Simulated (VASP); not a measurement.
Output of a VASP run:

**OSZICAR**
```
       N       E                     dE             d eps       ncg     rms          rms(c)
DAV:   1     0.238126379815E+03    0.23813E+03   -0.18301E+04   800   0.161E+03
DAV:   2    -0.358955220003E+02   -0.27402E+03   -0.26397E+03  1072   0.410E+02
DAV:   3    -0.470493617974E+02   -0.11154E+02   -0.11124E+02   952   0.801E+01
DAV:   4    -0.475096830392E+02   -0.46032E+00   -0.45913E+00  1448   0.130E+01
DAV:   5    -0.475107904875E+02   -0.11074E-02   -0.11074E-02   924   0.670E-01    0.823E+00
DAV:   6    -0.380201994969E+02    0.94906E+01   -0.46792E+00  1036   0.195E+01    0.289E+00
DAV:   7    -0.359860479527E+02    0.20342E+01   -0.15338E+00  1040   0.138E+01    0.209E+00
DAV:   8    -0.399629208390E+02   -0.39769E+01   -0.92357E-01  1012   0.104E+01    0.106E+00
DAV:   9    -0.354725953459E+02    0.44903E+01   -0.85912E-01   892   0.704E+00    0.122E+00
DAV:  10    -0.362249731984E+02   -0.75238E+00   -0.34182E-01   920   0.481E+00    0.230E-01
DAV:  11    -0.362420266989E+02   -0.17054E-01   -0.52418E-03  1192   0.572E-01    0.240E-01
DAV:  12    -0.362963932951E+02   -0.54367E-01   -0.31657E-02   840   0.191E+00    0.227E-01
DAV:  13    -0.362916812987E+02    0.47120E-02   -0.75793E-03   872   0.100E+00    0.154E-01
DAV:  14    -0.362960331034E+02   -0.43518E-02   -0.65940E-04   936   0.251E-01    0.155E-01
DAV:  15    -0.362984484350E+02   -0.24153E-02   -0.10728E-03   884   0.426E-01    0.977E-02
DAV:  16    -0.362984633298E+02   -0.14895E-04   -0.23206E-04   976   0.164E-01    0.673E-02
DAV:  17    -0.362984690990E+02   -0.57692E-05   -0.20682E-05  1352   0.430E-02    0.546E-02
DAV:  18    -0.362984631222E+02    0.59768E-05   -0.21451E-06  1076   0.117E-02    0.495E-02
DAV:  19    -0.362984402733E+02    0.22849E-04   -0.28508E-05  1120   0.513E-02    0.253E-02
DAV:  20    -0.362984417843E+02   -0.15110E-05   -0.26699E-05   948   0.443E-02    0.782E-03
DAV:  21    -0.362984424167E+02   -0.63247E-06   -0.27893E-06  1204   0.144E-02    0.488E-03
DAV:  22    -0.362984452038E+02   -0.27870E-05   -0.23014E-06  1188   0.138E-02    0.747E-04
DAV:  23    -0.362984470666E+02   -0.18628E-05   -0.80889E-07   960   0.104E-02    0.220E-03
DAV:  24    -0.362984467471E+02    0.31950E-06   -0.13042E-07   688   0.379E-03    0.162E-03
DAV:  25    -0.362984469222E+02   -0.17507E-06   -0.14705E-07   604   0.405E-03    0.633E-04
DAV:  26    -0.362984468588E+02    0.63359E-07   -0.18948E-08   560   0.134E-03
   1 F= -.36298447E+02 E0= -.36298447E+02  d E =-.220813E-16
```

**OUTCAR**
```
------------------------ aborting loop because EDIFF is reached ----------------------------------------
  FORCE on cell =-STRESS in cart. coord.  units (eV):
  Direction    XX          YY          ZZ          XY          YZ          ZX
  --------------------------------------------------------------------------------------
  Total        0.9366964      0.9366964      0.9366964      0.0000000      0.0000000     -0.0000000
  in kB       24.9776475     24.9776475     24.9776475      0.0000000      0.0000000     -0.0000000
  external PRESSURE =      24.9776475 kB  Pullay stress =       0.0000000 kB
  volume of cell :       60.08
      direct lattice vectors                 reciprocal lattice vectors
     3.916690866  0.000000000  0.000000000     0.255317571  0.000000000  0.000000000
     0.000000000  3.916690866  0.000000000     0.000000000  0.255317571  0.000000000
     0.000000000  0.000000000  3.916690866     0.000000000  0.000000000  0.255317571
 POSITION                                       TOTAL-FORCE (eV/Angst)
 -----------------------------------------------------------------------------------
      0.00000      0.00000      0.00000         0.000000      0.000000      0.000000
      1.95835      1.95835      1.95835         0.000000      0.000000      0.000000
      1.95835      0.00000      1.95835         0.000000      0.000000      0.000000
      0.00000      1.95835      1.95835         0.000000      0.000000      0.000000
      1.95835      1.95835      0.00000         0.000000      0.000000      0.000000
 -----------------------------------------------------------------------------------
    total drift:                                0.000000      0.000000     -0.000000
  FREE ENERGIE OF THE ION-ELECTRON SYSTEM (eV)
  ---------------------------------------------------
  free  energy   TOTEN  =       -36.2984468588 eV

  energy  without entropy=      -36.2984468588  energy(sigma->0) =      -36.29844686
```
(Selected blocks of OUTCAR.)

File POSCAR:
```
KMgF3
1
    3.9166908656     0.0000000000     0.0000000000
    0.0000000000     3.9166908656     0.0000000000
    0.0000000000     0.0000000000     3.9166908656
K Mg F
1 1 3
Direct
  0.0000000000   0.0000000000   0.0000000000
  0.5000000000   0.5000000000   0.5000000000
  0.5000000000   0.0000000000   0.5000000000
  0.0000000000   0.5000000000   0.5000000000
  0.5000000000   0.5000000000   0.0000000000
```

Question: Reconstruct the remaining input files.

Answer: Several could match; the one computed here: the input of the run itself, r2SCAN+rVV10, plane waves, VASP's PBE PAW potentials (set 64).

File KPOINTS:
```
Automatic mesh
0
Gamma
6 6 6
```

INCAR:
```
ALGO  =  Normal
BPARAM  =  11.95
CPARAM  =  0.0093
EDIFF  =  1E-7
ENCUT  =  520
ISIF  =  2
ISMEAR  =  0
LASPH  =  .TRUE.
LCHARG  =  .FALSE.
LMIXTAU  =  .TRUE.
LREAL  =  .FALSE.
LUSE_VDW  =  .TRUE.
LWAVE  =  .FALSE.
METAGGA  =  R2SCAN
NELM  =  100
PREC  =  Accurate
SIGMA  =  0.05
SYSTEM  =  KMgF3
```

POTCAR, in this order: K_sv Mg F (PBE.64 set). Program: vasp_std.

The compound is KMgF3 in the cubic perovskite structure. This cell is one point of a volume scan, at 0.97 of the reference volume.
